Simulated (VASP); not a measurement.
**HfN (space group P6_3/mmc): computed properties**

Level of theory: LDA (Ceperley-Alder, Perdew-Zunger), VASP's LDA PAW potentials (set 64) (plane waves; VASP).

```
Quantity                                                                                 Result
----------------------------------  -----------------------------------------------------------
space group                                                                      P6_3/mmc (194)
cell                                a = b = 3.0968 Å, c = 5.3486 Å, α = β = 90.00°, γ = 120.00°
volume per atom                                                                   11.11 Å³/atom
band gap (over mesh and band path)                     none (metal, semimetal or under 0.01 eV)
band gap with spin-orbit coupling                                               none (metallic)
density                                                                             14.39 g/cm³
```

```yaml
crystal:
  lattice:
    - [3.09681, 0.00000, 0.00000]
    - [-1.54841, 2.68192, 0.00000]
    - [0.00000, 0.00000, 5.34858]
  atoms:
    - { symbol: Hf, position: [0.66667, 0.33333, 0.75000] }
    - { symbol: Hf, position: [0.33333, 0.66667, 0.25000] }
    - { symbol: N, position: [0.00000, 0.00000, 0.00000] }
    - { symbol: N, position: [0.00000, 0.00000, 0.50000] }
```

Unless said otherwise, spin-orbit coupling is left out, though it shifts the bands of the heavy elements here.

The structure comes from a computed database's HfN entry (P6_3/mmc); how it stands against other phases isn't given here. It was relaxed first. Symmetry was kept, so distortions that lower it aren't found.
